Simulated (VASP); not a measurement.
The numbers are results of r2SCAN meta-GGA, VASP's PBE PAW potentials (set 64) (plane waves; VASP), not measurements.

VASP ran on this input.

POSCAR:
```
ZnCdO2
1
    3.3925504646     0.0000000000    -0.0000000000
   -1.6962752323     2.9380349504     0.0000000000
   -0.0000000000    -0.0000000000     5.6421363342
Zn Cd O
1 1 2
Direct
  1.0000000000   1.0000000000   0.9963044134
  0.6666670000   0.3333330000   0.4891655294
  0.6666670000   0.3333330000   0.0979142046
  1.0000000000   1.0000000000   0.6526158526
```

KPOINTS:
```
Automatic mesh
0
Gamma
8 8 5
0 0 0
```

File KPOINTS_OPT:
```
k-points along high-symmetry lines
6
Line-mode
Reciprocal
  0.000000   0.000000   0.000000 ! GAMMA
  0.500000   0.000000   0.000000 ! M

  0.500000   0.000000   0.000000 ! M
  0.333333   0.333333   0.000000 ! K

  0.333333   0.333333   0.000000 ! K
  0.000000   0.000000   0.000000 ! GAMMA

  0.000000   0.000000   0.000000 ! GAMMA
  0.000000   0.000000   0.500000 ! A

  0.000000   0.000000   0.500000 ! A
  0.500000   0.000000   0.500000 ! L

  0.500000   0.000000   0.500000 ! L
  0.333333   0.333333   0.500000 ! H

  0.333333   0.333333   0.500000 ! H
  0.000000   0.000000   0.500000 ! A

  0.500000   0.000000   0.500000 ! L
  0.500000   0.000000   0.000000 ! M

  0.333333   0.333333   0.500000 ! H
  0.333333   0.333333   0.000000 ! K
```

**INCAR**
```
SYSTEM  =  ZnCdO2
PREC  =  Accurate; ENCUT  =  520; LREAL  =  .FALSE.
LASPH  =  .TRUE.
EDIFF  =  1E-7; NELM  =  100; ALGO  =  Normal
LMAXMIX  =  4; LMIXTAU  =  .TRUE.
ISMEAR  =  -5
METAGGA  =  R2SCAN
ISIF  =  2
LWAVE  =  .FALSE.; LCHARG  =  .FALSE.; LORBIT  =  11
NEDOS  =  601
LEFG  =  .TRUE.
```

POTCAR, in this order: Zn Cd O (PBE.64 set). Program: vasp_std.

Output of the run:

OSZICAR:
```
       N       E                     dE             d eps       ncg     rms          rms(c)
DAV:   1     0.290735388016E+03    0.29074E+03   -0.19809E+04  1768   0.206E+03
DAV:   2    -0.295298380706E+02   -0.32027E+03   -0.30894E+03  1910   0.462E+02
DAV:   3    -0.585869645757E+02   -0.29057E+02   -0.28863E+02  2048   0.148E+02
DAV:   4    -0.590265639190E+02   -0.43960E+00   -0.43922E+00  1940   0.196E+01
DAV:   5    -0.590296169020E+02   -0.30530E-02   -0.30529E-02  2054   0.159E+00    0.149E+01
DAV:   6    -0.485420553815E+02    0.10488E+02   -0.11140E+01  2724   0.764E+01    0.125E+01
DAV:   7    -0.457997157939E+02    0.27423E+01   -0.33464E+00  1760   0.176E+01    0.745E+00
DAV:   8    -0.495208537540E+02   -0.37211E+01   -0.12819E+00  2132   0.195E+01    0.167E+00
DAV:   9    -0.460120097015E+02    0.35088E+01   -0.80027E-01  1772   0.149E+01    0.938E-01
DAV:  10    -0.463161142820E+02   -0.30410E+00   -0.31246E-01  1790   0.542E+00    0.324E-01
DAV:  11    -0.463335818113E+02   -0.17468E-01   -0.95572E-03  2090   0.986E-01    0.232E-01
DAV:  12    -0.463302577804E+02    0.33240E-02   -0.20653E-03  2154   0.714E-01    0.476E-02
DAV:  13    -0.463357378268E+02   -0.54800E-02   -0.29456E-03  1766   0.602E-01    0.532E-02
DAV:  14    -0.463352898556E+02    0.44797E-03   -0.31589E-04  2130   0.323E-01    0.248E-02
DAV:  15    -0.463358133490E+02   -0.52349E-03   -0.43022E-04  1766   0.202E-01    0.228E-02
DAV:  16    -0.463358497249E+02   -0.36376E-04   -0.37427E-05  2102   0.105E-01    0.886E-03
DAV:  17    -0.463358826968E+02   -0.32972E-04   -0.12438E-05  1810   0.367E-02    0.532E-03
DAV:  18    -0.463358707756E+02    0.11921E-04   -0.33923E-06  1898   0.197E-02    0.189E-03
DAV:  19    -0.463358829046E+02   -0.12129E-04   -0.23601E-06  1784   0.142E-02    0.137E-03
DAV:  20    -0.463358833715E+02   -0.46687E-06   -0.16872E-07  1282   0.742E-03    0.104E-03
DAV:  21    -0.463358834576E+02   -0.86106E-07   -0.10054E-07   916   0.333E-03
   1 F= -.46335883E+02 E0= -.46335883E+02  d E =0.000000E+00
       N       E                     dE             ncg
       N       E                     dE             ncg
```

**OUTCAR**
```
------------------------ aborting loop because EDIFF is reached ----------------------------------------
  FORCE on cell =-STRESS in cart. coord.  units (eV):
  Direction    XX          YY          ZZ          XY          YZ          ZX
  --------------------------------------------------------------------------------------
  Total       -0.0125341     -0.0125341      0.0259964     -0.0000000     -0.0000000      0.0000000
  in kB       -0.3570888     -0.3570888      0.7406226     -0.0000000     -0.0000000      0.0000000
  external PRESSURE =       0.0088150 kB  Pullay stress =       0.0000000 kB
  volume of cell :       56.24
      direct lattice vectors                 reciprocal lattice vectors
     3.392550465  0.000000000  0.000000000     0.294763486  0.170181774  0.000000000
    -1.696275232  2.938034950  0.000000000     0.000000000  0.340363548  0.000000000
     0.000000000  0.000000000  5.642136334     0.000000000  0.000000000  0.177237830
 POSITION                                       TOTAL-FORCE (eV/Angst)
 -----------------------------------------------------------------------------------
      0.00000      0.00000      5.62129         0.000000      0.000000     -0.002715
      1.69628      0.97934      2.75994         0.000000     -0.000000     -0.006949
      1.69628      0.97934      0.55245        -0.000000     -0.000000      0.005233
      0.00000      0.00000      3.68215         0.000000      0.000000      0.004431
 -----------------------------------------------------------------------------------
    total drift:                               -0.002377      0.001372     -0.027423
  FREE ENERGIE OF THE ION-ELECTRON SYSTEM (eV)
  ---------------------------------------------------
  free  energy   TOTEN  =       -46.3358834576 eV

  energy  without entropy=      -46.3358834576  energy(sigma->0) =      -46.33588346

 total charge

# of ion       s       p       d       tot
------------------------------------------
    1        0.420   0.430   9.899  10.749
    2        0.355   0.315   9.650  10.320
    3        1.558   3.419   0.000   4.977
    4        1.562   3.453   0.000   5.015
--------------------------------------------------
tot          3.894   7.618  19.549  31.061
```
(Selected blocks of OUTCAR.)

The structure comes from a computed database's ZnCdO2 entry (P3m1); how it stands against other phases isn't given here. It was relaxed first.
